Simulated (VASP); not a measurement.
Consider the following.

```yaml
crystal:
  lattice:
    - [4.12071, 0.00000, 0.00000]
    - [0.00000, 4.12071, 0.00000]
    - [0.00000, 0.00000, 4.12071]
  atoms:
    - { symbol: K, position: [0.00000, 0.00000, 0.00000] }
    - { symbol: Zn, position: [0.50000, 0.50000, 0.50000] }
    - { symbol: F, position: [0.50000, 0.00000, 0.50000] }
    - { symbol: F, position: [0.00000, 0.50000, 0.50000] }
    - { symbol: F, position: [0.50000, 0.50000, 0.00000] }
```

The numbers are results of AM05 GGA, VASP's PBE PAW potentials (set 64) (plane waves; VASP), not measurements. Numerical set-up: 520 eV cut-off, 6×6×6 Γ-centred mesh, Gaussian smearing of 0.050 eV, potentials K_sv Zn F.

Q: Give the stress tensor in GPa (positive for a compressed cell).

A: 
```
-1.99   0.00   0.00
 0.00  -1.99   0.00
 0.00   0.00  -1.99
```
The pressure is its mean diagonal, -1.99 GPa.

The compound is KZnF3 in the cubic perovskite structure. This cell is one point of a volume scan, at 1.03 of the reference volume.
